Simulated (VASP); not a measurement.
Data:

```
Cr3ZnC
1.0
    3.99416     0.00000     0.00000
    0.00000     3.99416     0.00000
    0.00000     0.00000     3.99416
Zn C Cr
1 1 3
Cartesian
  0.00000   0.00000   0.00000
  1.99708   1.99708   1.99708
  0.00000   1.99708   1.99708
  1.99708   1.99708   0.00000
  1.99708   0.00000   1.99708
```
Starting moments (μB, in the order of the record's atoms Zn C Cr Cr Cr): 0.0 0.0 3.0 3.0 3.0.

Computed with PBE GGA, VASP's PBE PAW potentials (set 64) (plane waves; VASP 6.6.1). Settings: 520 eV cut-off, 5×5×5 Γ-centred mesh, Fermi-Dirac smearing of 0.50 eV, potentials Zn C Cr_pv.

The moments were started parallel, and other spin orders were not tried in this run.

Task: Give the stress tensor in GPa (positive for a compressed cell).

Result: 
```
-11.03    0.00    0.00
  0.00  -11.03    0.00
  0.00    0.00  -11.03
```
The pressure is its mean diagonal, -11.03 GPa.

The structure was generated: ZnCr3C was put into the cubic-perovskite type (Pm-3m), which need not be its known phase. The cell was not relaxed at this level. The k-mesh is coarse (spacing up to 0.31 per Å, 2π included), so the numbers may not be converged in it. The run is one of a series of settings (ISMEAR = -1, SIGMA = 0.5 against the base run), some of them coarse on purpose.
